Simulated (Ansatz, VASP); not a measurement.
## One calculation of CsP2Pb, two programs

```xyz
4
Lattice="4.4376 0.0000 0.0000 0.0000 4.4376 0.0000 0.0000 0.0000 6.2039" Properties=species:S:1:pos:R:3 pbc="T T T"
Cs    0.0000    0.0000    0.0000
P     0.0000    0.0000    3.1019
P     2.2188    2.2188    0.0000
Pb    2.2188    2.2188    3.1019
```

Alike in both runs: functional PBE; k mesh 10 × 10 × 8; occupations gaussian, width 0.1 eV; no spin polarisation.

Ansatz relaxed the structure, and its values are those at the end. VASP's run is a single point on that final structure, the one shown.

|  | VASP | Ansatz |
| --- | --- | --- |
| version | VASP 6.6.1 | Ansatz 0.2.0 |
| potentials or method | VASP PAW PBE potentials, release 64 (Cs_sv, P, Pb_d) | scalar-relativistic, plane waves, PAW |
| plane-wave cutoff (eV) | 520 | 420 |
| valence electrons in the cell | 33 | 33 |

Ansatz gave:

| Quantity | Value |
| --- | --- |
| gap on the k mesh at the Fermi level (eV) | none |
| pressure (GPa) | 0.0 |

Problem. Estimate VASP's values.

Solution. gap on the k mesh at the Fermi level (eV): none; pressure (GPa): 0.1.

A gap of «none» marks a metal or a gap that the smearing closes.

Spin-orbit coupling is left out, which matters for the levels of Cs, Pb.
